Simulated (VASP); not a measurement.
Data:

```
InSe
1.0
    2.02334     1.16818     8.60852
   -2.02334     1.16818     8.60852
    0.00000    -2.33636     8.60852
In Se
2 2
Direct
  0.11035   0.11035   0.11035
  0.00183   0.00183   0.00183
  0.61971   0.61971   0.61971
  0.82581   0.82581   0.82581
```

Computed with LDA (Ceperley-Alder, Perdew-Zunger), VASP's LDA PAW potentials (set 64) (plane waves; VASP). Numerical set-up: 300 eV cut-off, 6×6×6 Γ-centred mesh, Gaussian smearing of 0.010 eV, potentials In_d Se.

At this cut-off the stress carries a Pulay error, which pulls relaxed volumes low.

Problem. Give the force on each atom (eV/Å).

Solution. 
| atom | Fx | Fy | Fz |
|---|---|---|---|
| In1 | 0.000 | 0.000 | -0.045 |
| In2 | 0.000 | 0.000 | 0.044 |
| Se3 | 0.000 | 0.000 | 0.133 |
| Se4 | 0.000 | 0.000 | -0.132 |

Problem. Give the stress tensor in GPa (positive for a compressed cell).

Solution. 
```
-2.43   0.00   0.00
 0.00  -2.43   0.00
 0.00   0.00  -2.52
```
The pressure is its mean diagonal, -2.46 GPa.

The structure comes from a computed database's InSe entry (R3m); how it stands against other phases isn't given here. The cell was not relaxed at this level.
